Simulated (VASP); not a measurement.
```xyz
2
Lattice="0.0000 2.2771 2.2771 2.2771 0.0000 2.2771 2.2771 2.2771 0.0000" Properties=species:S:1:pos:R:3 pbc="T T T"
Zr     0.0000     0.0000     0.0000
N      2.2771     2.2771     2.2771
```

Method: PBEsol GGA, VASP's PBE PAW potentials (set 64) (plane waves; VASP). Run with 520 eV cut-off, Gaussian smearing of 0.050 eV, potentials Zr_sv N.

Give the energies of bands 6 to 11 at the high-symmetry points, in eV from the Fermi level.

| band | Γ | X | U | L | W |
|---|---|---|---|---|---|
| 6 | -2.69 | -4.56 | -5.59 | -7.82 | -5.54 |
| 7 | -2.69 | -3.63 | -4.77 | -5.82 | -4.79 |
| 8 | -2.69 | -3.18 | -4.53 | -5.82 | -4.79 |
| 9 | -0.46 | -3.18 | -0.76 | 3.10 | 1.02 |
| 10 | -0.46 | 3.45 | 3.49 | 3.17 | 1.02 |
| 11 | -0.46 | 4.69 | 3.78 | 3.17 | 4.70 |

It has no gap at this level: it comes out as a metal or semimetal.

The compound is ZrN in the rock salt structure. It was relaxed first. The electron count is odd and the run is not spin-polarised, which forces a metal.
